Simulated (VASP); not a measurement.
A convergence study with VASP on Mg2Si (antifluorite): one setting is varied, all else stays as given below, so the limit is that of these other settings.

```
Mg2Si
1.0
    0.00000     3.17500     3.17500
    3.17500     0.00000     3.17500
    3.17500     3.17500     0.00000
Mg Si
2 1
Cartesian
  1.58750   1.58750   1.58750
  4.76250   4.76250   4.76250
  0.00000   0.00000   0.00000
```

The numbers are results of PBEsol GGA, VASP's PBE PAW potentials (set 64) (plane waves; VASP), not measurements. The tightest run used: 550 eV cut-off, 11×11×11 Monkhorst-Pack mesh, Gaussian smearing of 0.050 eV, potentials Mg Si.

Question: The settings run are 1×1×1 mesh; 2×2×2 mesh; 3×3×3 mesh; 4×4×4 mesh; 5×5×5 mesh; 6×6×6 mesh; 7×7×7 mesh; 8×8×8 mesh; 9×9×9 mesh; 10×10×10 mesh; 11×11×11 mesh. From which on does the energy per atom stay within 0.01 eV/atom of the tightest run?

Answer: From 6×6×6 mesh on: it is off by 0.0001 there and by no more than 0.01 in any finer run, while 5×5×5 mesh is off by 0.0197.
```csv
setting,E (eV/atom),pressure (GPa),irreducible k-points,difference judged (eV/atom)
1×1×1 mesh,0.9593,9.57,1,4.1831
2×2×2 mesh,-3.1725,-0.64,2,0.0512
3×3×3 mesh,-3.0487,-0.53,4,0.1750
4×4×4 mesh,-3.2227,-0.66,10,0.0010
5×5×5 mesh,-3.2040,-0.69,10,0.0197
6×6×6 mesh,-3.2238,-0.66,28,0.0001
7×7×7 mesh,-3.2207,-0.67,20,0.0030
8×8×8 mesh,-3.2238,-0.66,60,0.0001
9×9×9 mesh,-3.2232,-0.66,35,0.0005
10×10×10 mesh,-3.2238,-0.66,110,0.0001
11×11×11 mesh,-3.2237,-0.66,56,0.0000
```

Left out are rungs that failed or repeat a setting and relaxations that didn't move; long series are thinned to 24 rows.

The compound is Mg2Si in the antifluorite structure. The cell was not relaxed at this level.
